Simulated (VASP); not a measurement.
An input for Quantum ESPRESSO's pw.x (written as the equivalent of a VASP run, and not itself run):

```
&CONTROL
  calculation = 'scf'
  pseudo_dir = './pseudo'
  outdir = './out'
  tprnfor = .true.
  tstress = .true.
/
&SYSTEM
  ibrav = 0
  nat = 15
  ntyp = 2
  ecutwfc = 102
  occupations = 'smearing'
  smearing = 'gaussian'
  degauss = 0.000735
  input_dft = 'pbe'
/
&ELECTRONS
  conv_thr = 7.3e-08
  electron_maxstep = 100
/
ATOMIC_SPECIES
  Cd 112.414 Cd.upf
  I 126.904 I.upf
CELL_PARAMETERS angstrom
     4.2893500    0.0000000    0.0000000
    -2.1446750    3.7146860    0.0000000
     0.0000000    0.0000000   36.3727900
ATOMIC_POSITIONS crystal
  Cd   0.6618400  0.3373960  0.7992140
  Cd   0.3132750  0.6571840  0.1995450
  Cd   0.0061960 -0.0055390  0.4023000
  Cd  -0.0026040  0.0096830  0.5987320
  Cd  -0.0188860 -0.0175000  0.0005470
  I    0.6564510  0.3243850  0.9511030
  I    0.3463080  0.6803180  0.0481920
  I    0.6760610  0.3419130  0.1545310
  I    0.3594600  0.6784850  0.8454330
  I    0.3348980  0.6802890  0.4474140
  I    0.6485490  0.3320410  0.5534680
  I    0.6700360  0.3331250  0.3515060
  I    0.3391560  0.6510180  0.6461930
  I    0.0078530  0.0005870  0.7535910
  I    0.0014080 -0.0033830  0.2482320
K_POINTS automatic
  4 4 1 0 0 0
```

### Question
Translate this input to VASP (INCAR, KPOINTS, POSCAR, choice of POTCAR).

### Answer
This is not unique; one that fits is 
### INCAR
```
SYSTEM = CdI2
PREC = Accurate; ENCUT = 300; LREAL = Auto
LASPH = .TRUE.
EDIFF = 1E-6; NELM = 100; ALGO = Normal
LMAXMIX = 4
ISMEAR = 0; SIGMA = 0.01
GGA = PE
ISIF = 2
LWAVE = .FALSE.; LCHARG = .FALSE.
```

File KPOINTS:
```
Regular mesh
0
Gamma
 4 4 1
0 0 0
```

POSCAR:
```
CdI2
1
    4.2893500000     0.0000000000     0.0000000000
   -2.1446750000     3.7146860000     0.0000000000
    0.0000000000     0.0000000000    36.3727900000
Cd I
5 10
Direct
  0.6618400000   0.3373960000   0.7992140000
  0.3132750000   0.6571840000   0.1995450000
  0.0061960000  -0.0055390000   0.4023000000
 -0.0026040000   0.0096830000   0.5987320000
 -0.0188860000  -0.0175000000   0.0005470000
  0.6564510000   0.3243850000   0.9511030000
  0.3463080000   0.6803180000   0.0481920000
  0.6760610000   0.3419130000   0.1545310000
  0.3594600000   0.6784850000   0.8454330000
  0.3348980000   0.6802890000   0.4474140000
  0.6485490000   0.3320410000   0.5534680000
  0.6700360000   0.3331250000   0.3515060000
  0.3391560000   0.6510180000   0.6461930000
  0.0078530000   0.0005870000   0.7535910000
  0.0014080000  -0.0033830000   0.2482320000
```

POTCAR, in this order: Cd I (PBE.64 set). Program: vasp_std.

The two are equivalent in intent, not identical: the potentials are each code's own (VASP's PAW set, PseudoDojo norm-conserving files in pw.x), so ENCUT and ecutwfc are chosen apart and not converted; conv_thr bounds pw.x's estimated SCF error, while EDIFF bounds the energy change between steps.

The structure comes from a computed database's CdI2 entry; how it stands against other phases isn't given here. The cell was not relaxed at this level, atoms are displaced from their ideal sites. The k-mesh is coarse (spacing up to 0.42 per Å, 2π included), so the numbers may not be converged in it.
